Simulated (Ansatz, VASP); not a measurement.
## ScSi2: VASP beside Ansatz

File run.py:

```python
from ase.calculators.vasp import Vasp
from ase.dft.bandgap import bandgap
from ase.spacegroup import crystal

atoms = crystal(
    ['Sc', 'Si'],
    basis=[[0.0, 0.0, 0.0], [0.6666666667, 0.3333333333, 0.5]],
    spacegroup=191,
    setting=1,
    cellpar=[3.66, 3.66, 3.87, 90.0, 90.0, 120.0],
    primitive_cell=True,
)
calc = Vasp(
    directory='calc',
    xc='pbe',
    pp='PBE',
    setups='materialsproject',
    prec='Accurate',
    encut=520,
    ediff=1e-06,
    ismear=0,
    sigma=0.1,
    lreal=False,
    lasph=True,
    nelm=60,
    algo='Normal',
    isif=2,
    lwave=False,
    lcharg=False,
    kpts=[8, 8, 7],
    gamma=True,
)
atoms.calc = calc

print('energy (eV):', atoms.get_potential_energy())
print('free energy (eV):', atoms.get_potential_energy(force_consistent=True))
print('forces (eV/A):')
print(atoms.get_forces())
print('stress (eV/A^3, Voigt):', atoms.get_stress())
print('Fermi level (eV):', calc.get_fermi_level())
gap, top, bottom = bandgap(calc)
print('band gap (eV):', gap, 'from (spin, k, band)', top, 'to', bottom)
```

The input input.yaml:

```yaml
crystal:
  lattice:
    - [3.66, 0.0, 0.0]
    - [-1.83, 3.1696529779, 0.0]
    - [0.0, 0.0, 3.87]
  atoms:
    - { symbol: Sc, position: [0.0, 0.0, 0.0] }
    - { symbol: Si, position: [0.6666666667, 0.3333333333, 0.5] }
    - { symbol: Si, position: [0.3333333333, 0.6666666667, 0.5] }
hamiltonian:
  xc: pbe
  pseudopotentials: { kind: paw }
kpoints:
  mp_grid: { grid: [8, 8, 7] }
scf:
  occupations: { method: gaussian, width: 0.1 }
output:
  forces: true
  stress: true
  eigenvalues: true
```

Alike in both runs: task single point; functional PBE; k mesh 8 × 8 × 7; occupations gaussian, width 0.1 eV; no spin polarisation.

|  | VASP | Ansatz |
| --- | --- | --- |
| version | VASP 6.6.1 | Ansatz 0.2.0 |
| potentials or method | VASP PAW PBE potentials, release 64 (Sc_sv, Si) | Ansatz PAW |
| plane-wave cutoff (eV) | 520 | 420 |
| valence electrons in the cell | 19 | 19 |

```tsv
	VASP	Ansatz	Ansatz less VASP
gap on the k mesh at the Fermi level (eV)	none	none	-
pressure (GPa)	25.2	25.2	-0.01
largest component of the traceless stress (GPa)	24.07	24.25	+0.186
```

A gap of «none» marks a metal or a gap that the smearing closes. The functional is the same, so the differences come from potentials, cutoffs and numerics.

Caveats: so large a pressure means that the cell lies far from this level's equilibrium, or that cutoff or potentials fall short.
